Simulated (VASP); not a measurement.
Given:

```xyz
2
Lattice="1.6585 -2.8726 0.0000 1.6585 2.8726 0.0000 0.0000 0.0000 5.1622" Properties=species:S:1:pos:R:3 pbc="T T T"
Sc     1.6585     0.9575     1.2905
Sc     1.6585    -0.9575     3.8716
```

The numbers are results of PBE GGA, VASP's PBE PAW potentials (set 64) (plane waves; VASP), not measurements. Settings: 480 eV cut-off, 12×12×8 Γ-centred mesh, first-order Methfessel-Paxton smearing of 0.10 eV, potentials Sc_sv.

Energy and stress use the plane-wave basis of the starting cell.

### Question
The ions, cell shape and volume at an external pressure of 15.0 GPa are relaxed. What does this cell relax into?

### Answer

```xyz
2
Lattice="1.5583 -2.6990 0.0000 1.5583 2.6990 0.0000 0.0000 0.0000 4.8012" Properties=species:S:1:pos:R:3 pbc="T T T"
Sc     1.5583     0.8997     1.2003
Sc     1.5583    -0.8997     3.6009
```
Space group P6_3/mmc (194), at a tolerance of 0.03 Å.

### Question
How do energy and volume change from the first to the last step?

### Answer
The energy (σ→0) changes by +179.5 meV/atom and the volume by -17.9 %, in 9 ionic steps.

| step | E(σ→0) (eV) | max force (eV/Å) | pressure (GPa) | volume (Å³) |
|---|---|---|---|---|
| 1 | -12.4983 | 0.000 | 0.05 | 49.19 |
| 2 | -11.2904 | 0.000 | 33.33 | 34.59 |
| 3 | -12.1517 | 0.000 | 14.68 | 40.53 |
| 4 | -12.1366 | 0.000 | 15.08 | 40.37 |
| 5 | -12.1364 | 0.000 | 15.08 | 40.36 |
| 6 | -12.1357 | 0.000 | 15.09 | 40.35 |
| 7 | -12.1358 | 0.000 | 15.09 | 40.35 |
| 8 | -12.1425 | 0.000 | 14.91 | 40.42 |
| 9 | -12.1393 | 0.000 | 15.00 | 40.38 |

The compound is Sc in the hcp structure. This run relaxes it under an external pressure of 15 GPa. Symmetry was kept, so distortions that lower it aren't found.
